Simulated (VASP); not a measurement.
Data:

```
CELL_PARAMETERS angstrom
     -1.50879     1.50879     1.50879
      1.50879    -1.50879     1.50879
      1.50879     1.50879    -1.50879
ATOMIC_POSITIONS crystal
  V  0.00000 0.00000 0.00000
```

These are PBE GGA, VASP's PBE PAW potentials (set 64) (plane waves; VASP) values and carry that method's errors. Run with 300 eV cut-off, 15×15×15 Γ-centred mesh, Fermi-Dirac smearing of 0.10 eV, potentials V_sv.

At this cut-off the stress carries a Pulay error, which pulls relaxed volumes low.

The ions, cell shape and volume are relaxed. What does this cell relax into?

```
CELL_PARAMETERS angstrom
     -1.49901     1.49901     1.49901
      1.49901    -1.49901     1.49901
      1.49901     1.49901    -1.49901
ATOMIC_POSITIONS crystal
  V  0.00000 0.00000 0.00000
```
Space group Im-3m (229), at a tolerance of 0.03 Å.

How do energy and volume change from the first to the last step?

The energy (σ→0) changes by -3.8 meV/atom and the volume by -1.9 %, in 3 ionic steps.

The structure is a typed V crystal (Im-3m). This run relaxes it. Symmetry was kept, so distortions that lower it aren't found. The run is one of a series of settings (EDIFFG = -0.01, IBRION = 2, ISIF = 3, NSW = 50 against the base run), some of them coarse on purpose. The run is not spin-polarised, so no magnetic state was tried.
